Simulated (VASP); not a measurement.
# Quasiparticle energies of BP in VASP, part 8 of 8

Wanted: how far GW moves the Kohn-Sham levels of BP. The cell is of the zinc-blende type. The start is a cell from a database of measured crystal structures.

VASP 6.6.1, plane waves and PAW; the level of theory is named at each step.

So far, quasiparticle gap on the mesh (eV): step 3 (evGW0, evGW0 on PBE) 2.14; step 4 (evGW, evGW on PBE) 2.26; step 5 (QPGW0, QPGW0 on PBE) 2.16.

### Step 9. G0W0

This step: G0W0 on HSE06; plane waves and PAW (P_GW, B_GW) (VASP 6.6.1).

G0W0 keeps orbitals and screening fixed and shifts each of the lowest NBANDSGW levels once.

INCAR reads:

```
SYSTEM = BP
PREC = Accurate
ENCUT = 340
ISMEAR = 0
SIGMA = 0.01
LREAL = .FALSE.
LHFCALC = .TRUE.
AEXX = 0.25
GGA = PE
HFSCREEN = 0.2
LASPH = .TRUE.
NBANDS = 152
PRECFOCK = Fast
ALGO = EVGW0
NELMGW = 1
ENCUTGW = 200
NOMEGA = 64
NBANDSGW = 16
LWAVE = .FALSE.
LCHARG = .FALSE.
```

POSCAR reads:

```
BP
1.0
    0.0000000000      2.2690000000      2.2690000000
    2.2690000000      0.0000000000      2.2690000000
    2.2690000000      2.2690000000      0.0000000000
P B
1 1
Direct
    0.7500000000      0.7500000000      0.7500000000
    0.0000000000      0.0000000000      0.0000000000
```

KPOINTS reads:

```
Automatic mesh
0
Gamma
6 6 6
0 0 0
```

PAW data sets: P_GW and B_GW (PBE family, release 64).

The WAVECAR or CHGCAR of an earlier step is read.

Command:

```
$ mpirun -np 8 vasp_std
```

The program printed:

```text
[banner, memory and clock lines left out]
running    8 mpi-ranks, on    1 nodes
 distrk:  each k-point on    8 cores,    1 groups
 distr:  one band on    1 cores,    8 groups

 POSCAR found type information on POSCAR P B
 POSCAR found :  2 types and       2 ions
 [... a notice as in an earlier step ...]

 [... a notice as in an earlier step ...]

 LDA part: xc-table for (Slater+PW92), standard interpolation
 found WAVECAR, reading the header
 POSCAR, INCAR and KPOINTS ok, starting setup
 FFT: planning ... GRIDC
 FFT: planning ... GRID_SOFT
 FFT: planning ... GRID
 reading WAVECAR
 the WAVECAR file was read successfully
 initial charge from wavefunction
 available memory per node:     63.11 GB, setting MAXMEM to     64620

 The Fermi energy was updated, please check that it is located mid-gap
 values below the HOMO (VB) or above the LUMO (CB) will cause erroneous energies
 E-fermi :   7.7464

 calculate exact exchange contribution
 the WAVEDER file was read successfully
energies w=
    0.000    0.000    0.640    0.000    1.279    0.000    1.915    0.000
    2.547    0.000    3.173    0.000    3.793    0.000    4.406    0.000
    5.011    0.000    5.608    0.000    6.197    0.000    6.777    0.000
    7.350    0.000    7.915    0.000    8.473    0.000    9.024    0.000
    9.570    0.000   10.110    0.000   10.647    0.000   11.181    0.000
   11.712    0.000   12.243    0.000   12.774    0.000   13.307    0.000
   13.842    0.000   14.382    0.000   14.927    0.000   15.480    0.000
   16.042    0.000   16.615    0.000   17.200    0.000   17.801    0.000
   18.418    0.000   19.056    0.000   19.717    0.000   20.404    0.000
   21.121    0.000   21.872    0.000   22.662    0.000   23.496    0.000
   24.382    0.000   25.325    0.000   26.335    0.000   27.422    0.000
   28.599    0.000   29.879    0.000   31.281    0.000   32.826    0.000
   34.541    0.000   36.460    0.000   38.624    0.000   41.087    0.000
   43.921    0.000   47.217    0.000   51.105    0.000   55.759    0.000
   61.433    0.000   68.502    0.000   77.547    0.000   89.521    0.000
  106.102    0.000  130.536    0.000  170.052    0.000  244.641    0.000
 responsefunction array rank=     176
 LDA part: xc-table for (Slater+PW92), standard interpolation

 min. memory requirement per mpi rank    148.0 MB, per node   1184.0 MB

 allocating   8 responsefunctions rank=   176
 shmem allocating  64 responsefunctions rank=   176
 response function shared by NCSHMEM nodes    1
 Doing            8  frequencies on each core in blocks of           64
NQ=   1    0.0000    0.0000    0.0000,
|.........|.........|.........|.........|.........|.........|.........|.........
 performed        333000 updates of chi_q(r,r)
 total number of BLAS operations         76.22 Gflops
NQ=   2    0.1667    0.0000    0.0000,
|.........|.........|.........|.........|.........|.........|.........|.........
 performed        997000 updates of chi_q(r,r)
 total number of BLAS operations        200.62 Gflops
NQ=   3    0.3333    0.0000    0.0000,
|.........|.........|.........|.........|.........|.........|.........|.........
 performed       1661000 updates of chi_q(r,r)
 total number of BLAS operations        325.03 Gflops
NQ=   4    0.5000    0.0000    0.0000,
|.........|.........|.........|.........|.........|.........|.........|.........
 performed       2208000 updates of chi_q(r,r)
 total number of BLAS operations        431.64 Gflops
NQ=   5    0.1667    0.1667    0.0000,
|.........|.........|.........|.........|.........|.........|.........|.........
 performed       2872000 updates of chi_q(r,r)
 total number of BLAS operations        556.05 Gflops
NQ=   6    0.3333    0.1667    0.0000,
|.........|.........|.........|.........|.........|.........|.........|.........
 performed       3954000 updates of chi_q(r,r)
 total number of BLAS operations        750.92 Gflops
NQ=   7    0.5000    0.1667    0.0000,
|.........|.........|.........|.........|.........|.........|.........|.........
 performed       5036000 updates of chi_q(r,r)
 total number of BLAS operations        951.03 Gflops
NQ=   8   -0.3333    0.1667    0.0000,
|.........|.........|.........|.........|.........|.........|.........|.........
 performed       6118000 updates of chi_q(r,r)
 total number of BLAS operations       1153.77 Gflops
NQ=   9   -0.1667    0.1667    0.0000,
|.........|.........|.........|.........|.........|.........|.........|.........
 performed       7044000 updates of chi_q(r,r)
 total number of BLAS operations       1329.64 Gflops
NQ=  10    0.3333    0.3333    0.0000,
|.........|.........|.........|.........|.........|.........|.........|.........
 performed       7708000 updates of chi_q(r,r)
 total number of BLAS operations       1454.05 Gflops
NQ=  11    0.5000    0.3333    0.0000,
|.........|.........|.........|.........|.........|.........|.........|.........
 performed       8790000 updates of chi_q(r,r)
 total number of BLAS operations       1633.65 Gflops
NQ=  12   -0.3333    0.3333    0.0000,
|.........|.........|.........|.........|.........|.........|.........|.........
 performed       9716000 updates of chi_q(r,r)
 total number of BLAS operations       1783.18 Gflops
NQ=  13    0.5000    0.5000    0.0000,
|.........|.........|.........|.........|.........|.........|.........|.........
 performed      10195000 updates of chi_q(r,r)
 total number of BLAS operations       1869.49 Gflops
NQ=  14    0.5000    0.3333    0.1667,
|.........|.........|.........|.........|.........|.........|.........|.........
 performed      11423000 updates of chi_q(r,r)
 total number of BLAS operations       2090.63 Gflops
NQ=  15   -0.3333    0.3333    0.1667,
|.........|.........|.........|.........|.........|.........|.........|.........
 performed      12573000 updates of chi_q(r,r)
 total number of BLAS operations       2297.75 Gflops
NQ=  16   -0.3333    0.5000    0.1667,
|.........|.........|.........|.........|.........|.........|.........|.........
 performed      13504000 updates of chi_q(r,r)
 total number of BLAS operations       2465.49 Gflops
 resolving degeneracies of screened two electron integrals

 calculate QP shifts <psi_nk| G(iteration)W_0 |psi_nk>: iteration 1
 entering main loop
```

Elapsed: 40 s, on 8 MPI ranks of Intel Xeon 6975P-C (Granite Rapids), shared host; peak memory 2.3 GiB; 5.1 min of CPU time.

OUTCAR, selected parts (step 9):

```text
   NELECT =       8.0000    total number of electrons

 E-fermi :   7.7464

 QP shifts <psi_nk| G(iteration)W_0 |psi_nk>: iteration 1
 for sc-GW calculations column KS-energies equals QP-energies in previous step
 and V_xc(KS)=  KS-energies - (<T + V_ion + V_H > + <T+V_H+V_ion>^1  + <V_x>^1)
 k-point   1 :       0.0000    0.0000    0.0000
  band No.  KS-energies  QP-energies   sigma(KS)   V_xc(KS)     V^pw_x(r,r')   Z            occupation Imag(sigma)
      1     -10.3962      -9.9240     -13.4686     -14.1267     -20.4813       0.7175       2.0000       1.2810
      2       6.7014       6.3511     -14.1549     -13.7224     -15.0737       0.8099       2.0000       0.0377
      3       6.7014       6.3511     -14.1549     -13.7224     -15.0737       0.8099       2.0000       0.0377
      4       6.7014       6.3511     -14.1549     -13.7224     -15.0737       0.8099       2.0000       0.0377
      5      11.0634      11.0697     -11.4772     -11.4850      -7.0163       0.8055       0.0000      -0.0601
      6      11.0634      11.0697     -11.4772     -11.4850      -7.0163       0.8055       0.0000      -0.0601
      7      11.0634      11.0697     -11.4772     -11.4850      -7.0163       0.8055       0.0000      -0.0601
      8      15.3941      15.1523     -12.0790     -11.7665      -6.1059       0.7736       0.0000      -0.1248
    ...

 k-point   2 :       0.1667    0.0000    0.0000
  band No.  KS-energies  QP-energies   sigma(KS)   V_xc(KS)     V^pw_x(r,r')   Z            occupation Imag(sigma)
      1      -9.8496      -9.3932     -13.4893     -14.1186     -20.3317       0.7252       2.0000       1.2164
      2       3.6177       3.3365     -13.7361     -13.3810     -15.5308       0.7919       2.0000       0.0541
      3       5.9934       5.6617     -14.0085     -13.5973     -15.0952       0.8066       2.0000       0.0389
      4       5.9934       5.6617     -14.0085     -13.5973     -15.0952       0.8066       2.0000       0.0389
      5      11.6956      11.6332     -11.6007     -11.5230      -6.9502       0.8030       0.0000      -0.0644
      6      12.0332      12.0146     -11.5801     -11.5568      -6.8542       0.7995       0.0000      -0.0670
      7      12.0332      12.0146     -11.5801     -11.5568      -6.8542       0.7995       0.0000      -0.0670
      8      16.7512      16.4665     -11.8899     -11.5182      -5.6366       0.7657       0.0000      -0.1670
    ...

[... 8 parts as in an earlier step ...]

[... 8 further parts left out ...]
```

This step gave:

* quasiparticle gap on the mesh: 2.348 eV
* smallest direct quasiparticle gap on the mesh: 4.719 eV
* gap of the starting orbitals on the mesh: 2.09 eV

GW takes the gap from 2.090 to 2.348 eV. That is +317 meV against the one-shot pass on PBE. The value holds for 152 bands, ENCUTGW = 200 eV and this mesh, and isn't shown to be converged in them.

### Step 10. Summary

This step: GW series: evGW0 on PBE, evGW on PBE, QPGW0 on PBE, G0W0 on HSE06; plane waves and PAW (VASP 6.6.1).

No new run; the numbers come from the runs before.

Cost is wall time times ranks on a shared host, with the step that makes the empty bands. GW runs:

| level | bands | ENCUTGW (eV) | NOMEGA | k mesh | starting gap (eV) | quasiparticle gap (eV) | direct gap (eV) | cost (core minutes) |
| --- | --- | --- | --- | --- | --- | --- | --- | --- |
| evGW0 on PBE | 152 | 200 | 64 | 6x6x6 | 1.332 | 2.138 | 4.459 | 19.04 |
| evGW on PBE | 152 | 200 | 64 | 6x6x6 | 1.332 | 2.262 | 4.605 | 20.37 |
| QPGW0 on PBE | 152 | 200 | 64 | 6x6x6 | 1.332 | 2.161 | 4.472 | 64.65 |
| G0W0 on HSE06 | 152 | 200 | 64 | 6x6x6 | 2.09 | 2.348 | 4.719 | 14.4 |

### Step 11. Outcome

| Property | Result |
| --- | --- |
| evGW0 on PBE, 152 bands, ENCUTGW 200 eV, NOMEGA 64, mesh 6×6×6 | 1.332 → 2.138 eV |
| evGW on PBE, 152 bands, ENCUTGW 200 eV, NOMEGA 64, mesh 6×6×6 | 1.332 → 2.262 eV |
| QPGW0 on PBE, 152 bands, ENCUTGW 200 eV, NOMEGA 64, mesh 6×6×6 | 1.332 → 2.161 eV |
| G0W0 on HSE06, 152 bands, ENCUTGW 200 eV, NOMEGA 64, mesh 6×6×6 | 2.090 → 2.348 eV |

In words: evGW0 gives a quasiparticle gap of 2.138 eV on the mesh , 0.81 eV over the PBE gap on the same mesh. Over the final values of the levels run here the gap spans 2.14 to 2.35 eV. In evGW0 the first pass, which is the one-shot result, gives 2.032 eV and pass 4 gives 2.138 eV; the last pass changed the gap by +2 meV, so the loop is converged. In evGW the first pass, which is the one-shot result, gives 2.032 eV and pass 4 gives 2.262 eV; the last pass changed the gap by +13 meV, so more passes would move it further. In QPGW0 the first pass gives 2.031 eV and pass 4 gives 2.161 eV; the last pass changed the gap by +19 meV, so more passes would move it further. One-shot gaps: 2.032 eV from PBE and 2.348 eV from HSE06. The starting gaps span 0.76 eV and the one-shot gaps 0.32 eV. Bands, response cutoff and mesh weren't tested for convergence, and band edges off the mesh aren't seen. Not tabulated here, as repeats of values shown or as unfit to read for their mesh, reference level or band range: eps2 curves (empty bands); eps1 curves and static values (empty bands); gaps (empty bands).

[Lines on the potential files, build, host, timing and source positions are cut from VASP's logs without a mark.]

[Logs are printed without paths, hosts, clocks, repeated set-up lines and the standing remarks that a program may print on its own settings, such as how far it seeks lower states.]

[Hosts, paths, dates, database ids (printed as entryN), source tags and the programs' standing remarks are cut or masked in the printed files.]

[Measured values are set beside computed ones only where the two were judged alike; some that the calculation misses by far are left out.]

[Pressures printed for these runs are not shown converged in the cutoff: they can be off by several GPa and have the wrong sign.]
